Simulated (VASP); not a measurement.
The system is P.

```
P
1.0
     1.65820   -5.24200    0.00000
     1.65820    5.24200    0.00000
     0.00000    0.00000    4.37930
P
4
Direct
  0.89838 0.10162 0.08068
  0.60162 0.39838 0.58068
  0.10162 0.89838 0.91932
  0.39838 0.60162 0.41932
```

| Quantity | Value |
| --- | --- |
| Program | VASP 6.6.1 |
| Task | relaxation of cell and atoms |
| Functional | PBE |
| Dispersion | D3(BJ) |
| Potentials or basis | VASP PAW PBE potentials, release 64 (P) |
| Cutoff | 600 eV |
| k mesh | 8 × 8 × 6 |
| Occupations | gaussian, width 0.03 eV |
| Spin | no spin polarisation |

At the start: pressure -1.4 GPa; volume 19.03 Å³/atom.

Problem. How do energy, volume and symmetry change on relaxing?

Solution. Over 13 steps the energy falls by 8.1 meV/atom and the volume is 17.59 Å³/atom (-7.6 %); space group Cmce (No. 64, to 0.05 Å).

The path:
```
step  energy change (eV)  largest force (eV/Å)  pressure (GPa)  volume (Å³)
   1              0.0000                0.0687           -1.39        76.13
   2             -0.0076                0.2198            0.41        74.32
   3             -0.0078                0.1931            0.11        74.60
   4             -0.0144                0.1145            0.03        73.96
   5             -0.0190                0.2083           -0.25        72.06
   6             -0.0200                0.1330           -0.18        72.66
   7             -0.0249                0.0896           -0.14        72.11
   8             -0.0312                0.0131            0.00        70.88
   9             -0.0318                0.0389            0.07        70.34
  10             -0.0324                0.0185            0.03        70.33
  11             -0.0324                0.0238            0.02        70.33
  12             -0.0324                0.0226            0.02        70.33
  13             -0.0324                0.0073            0.03        70.35
```

Final structure:
```xyz
4
Lattice="1.6584 -5.0778 0.0000 1.6584 5.0778 0.0000 0.0000 0.0000 4.1770" Properties=species:S:1:pos:R:3 pbc="T T T"
P     1.6584   -3.9977    0.3030
P     1.6584   -1.0802    2.3915
P     1.6584    3.9977    3.8741
P     1.6584    1.0802    1.7856
```

Caveat: pairwise dispersion overbinds metals, which lowers pressure and volume.
